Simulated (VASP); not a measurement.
Here is the system:

```
CELL_PARAMETERS angstrom
      1.79561    -3.11008     0.00000
      1.79561     3.11008     0.00000
      0.00000     0.00000    17.93259
ATOMIC_POSITIONS crystal
  Te 0.33333 0.66667 0.85087
  Te 0.66667 0.33333 0.35087
  Te 0.66667 0.33333 0.14913
  Te 0.33333 0.66667 0.64913
  Mo 0.33333 0.66667 0.25000
  Mo 0.66667 0.33333 0.75000
```

Calculation: RPBE GGA, VASP's PBE PAW potentials (set 64) (plane waves; VASP). Settings: 520 eV cut-off, 7×7×2 Γ-centred mesh, Gaussian smearing of 0.050 eV, potentials Te Mo_sv.

Without a dispersion term in the relaxation, distances and binding between the weakly bound layers, chains or molecules are unreliable, and so is what depends on them.

**Question.** What does the run give for the energy per atom (σ→0)?

**Answer.** 
```yaml
energy per atom (σ→0): -5.608 eV/atom
```

The compound is MoTe2 in the 2H layered structure. It was relaxed first, which changed the volume by +34 %. The start is the result of an earlier pass.
